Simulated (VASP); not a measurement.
Input:

```xyz
2
Lattice="0.0000 3.2306 3.2306 3.2306 0.0000 3.2306 3.2306 3.2306 0.0000" Properties=species:S:1:pos:R:3 pbc="T T T"
Sr     0.0000     0.0000     0.0000
Te     3.2306     3.2306     3.2306
```

All values below come from PBE GGA, VASP's PBE PAW potentials (set 64) (plane waves; VASP). Numerical set-up: 500 eV cut-off, 7×7×7 Γ-centred mesh, Gaussian smearing of 0.050 eV, potentials Sr_sv Te.

Energy and stress use the plane-wave basis of the starting cell.

Task: The ions, cell shape and volume at an external pressure of 10.0 GPa are relaxed. Which structure does the run end with?

Result: 
```xyz
2
Lattice="0.0000 3.1441 3.1441 3.1441 0.0000 3.1441 3.1441 3.1441 0.0000" Properties=species:S:1:pos:R:3 pbc="T T T"
Sr     0.0000     0.0000     0.0000
Te     3.1441     3.1441     3.1441
```
Space group Fm-3m (225), at a tolerance of 0.03 Å.

Task: How do energy and volume change from the first to the last step?

Result: The energy (σ→0) changes by +120.2 meV/atom and the volume by -7.8 %, in 3 ionic steps.

The compound is SrTe in the rock salt structure. This run relaxes it under an external pressure of 10 GPa. Symmetry was kept, so distortions that lower it aren't found.
